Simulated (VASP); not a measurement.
A VASP calculation is set up with these files.

### INCAR
```
# general
SYSTEM  = RuAl
PREC    = Accurate
ENCUT   = 520
LREAL   = .False.
LASPH   = .True.

# electronic loop
EDIFF   = 1E-7
NELM    = 100
ALGO    = Normal
LMAXMIX = 4

# smearing
ISMEAR  = 1
SIGMA   = 0.1

# functional
GGA     = RE

# ions
ISIF    = 2

# output
LWAVE   = .False.
LCHARG  = .False.
```

File POSCAR:
```
RuAl
1.0
  2.9857862669   0.0000000000   0.0000000000
  0.0000000000   2.9857862669   0.0000000000
  0.0000000000   0.0000000000   2.9857862669
Al Ru
1 1
Direct
  0.5000000000   0.5000000000   0.5000000000
  0.0000000000   0.0000000000   0.0000000000
```

File KPOINTS:
```
Automatic mesh
0
Gamma
12 12 12
0 0 0
```

POTCAR, in this order: Al Ru_pv (PBE.64 set). Program: vasp_std.

Q: Write an equivalent input for Ansatz.

A: One equivalent input (not run):
Ansatz 0.2 input:
```yaml
crystal:
  lattice:
    - [2.9857863, 0.0000000, 0.0000000]
    - [0.0000000, 2.9857863, 0.0000000]
    - [0.0000000, 0.0000000, 2.9857863]
  atoms:
    - { symbol: Al, position: [0.5000000, 0.5000000, 0.5000000] }
    - { symbol: Ru, position: [0.0000000, 0.0000000, 0.0000000] }
kpoints:
  mp_grid: { grid: [12, 12, 12] }
hamiltonian:
  xc: revpbe
  pseudopotentials: { kind: paw }
scf:
  occupations: { method: methfessel_paxton, width: 0.1 }
  max_iter: 100
output: { forces: true, stress: true, eigenvalues: true }
```
Limits of the translation: each code has its own PAW files, so the cut-off isn't converted (ENCUT is set for VASP's; basis.ecutwfc is left out, and Ansatz then takes the one that its files recommend); Ansatz stops its SCF on the density residual and VASP on the energy change (EDIFF).

The compound is RuAl in the CsCl type structure. This cell is one point of a volume scan, at 0.97 of the reference volume.
